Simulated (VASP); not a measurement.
An input for Quantum ESPRESSO's pw.x (written as the equivalent of a VASP run, and not itself run):

```
&CONTROL
  calculation = 'vc-relax'
  pseudo_dir = './pseudo'
  outdir = './out'
  tprnfor = .true.
  tstress = .true.
  nstep = 40
  forc_conv_thr = 0.00078
/
&SYSTEM
  ibrav = 0
  nat = 2
  ntyp = 2
  ecutwfc = 82.3
  occupations = 'smearing'
  smearing = 'methfessel-paxton'
  degauss = 0.00735
  input_dft = 'pbesol'
/
&ELECTRONS
  conv_thr = 7.3e-08
  electron_maxstep = 100
/
&IONS
/
&CELL
  press = 300
/
ATOMIC_SPECIES
  Sr 87.620 Sr.upf
  Te 127.600 Te.upf
CELL_PARAMETERS angstrom
     3.5657482    0.0000000   -0.0000000
     0.0000000    3.5657482    0.0000000
    -0.0000000   -0.0000000    3.5657482
ATOMIC_POSITIONS crystal
  Sr   0.0000000  0.0000000  0.0000000
  Te   0.5000000  0.5000000  0.5000000
K_POINTS automatic
  10 10 10 0 0 0
```

Translate this input to VASP (INCAR, KPOINTS, POSCAR, choice of POTCAR).

This is not unique; one that fits is 
**POSCAR**
```
SrTe
1
    3.5657481736     0.0000000000    -0.0000000000
    0.0000000000     3.5657481736     0.0000000000
   -0.0000000000    -0.0000000000     3.5657481736
Sr Te
1 1
Direct
  0.0000000000   0.0000000000   0.0000000000
  0.5000000000   0.5000000000   0.5000000000
```

KPOINTS:
```
kpoints
0
Gamma
10 10 10
0 0 0
```

INCAR:
```
SYSTEM  =  SrTe
PREC  =  Accurate; ENCUT  =  500; LREAL  =  F
LASPH  =  T
EDIFF  =  1E-6; NELM  =  100; ALGO  =  Normal
LMAXMIX  =  4
ISMEAR  =  1; SIGMA  =  0.1
GGA  =  PS
IBRION  =  2; NSW  =  40; ISIF  =  3
EDIFFG  =  -0.02; PSTRESS  =  300
LWAVE  =  F; LCHARG  =  F
```

POTCAR, in this order: Sr_sv Te (PBE.64 set). Program: vasp_std.

Limits of the translation: the potentials are each code's own (VASP's PAW set, PseudoDojo norm-conserving files in pw.x), so ENCUT and ecutwfc are chosen apart and not converted; conv_thr bounds pw.x's estimated SCF error, while EDIFF bounds the energy change between steps; forc_conv_thr acts on force components and is met together with etot_conv_thr.

The structure was generated: SrTe was put into the CsCl type type (Pm-3m), which need not be its known phase. It was relaxed first under an external pressure of 30 GPa.
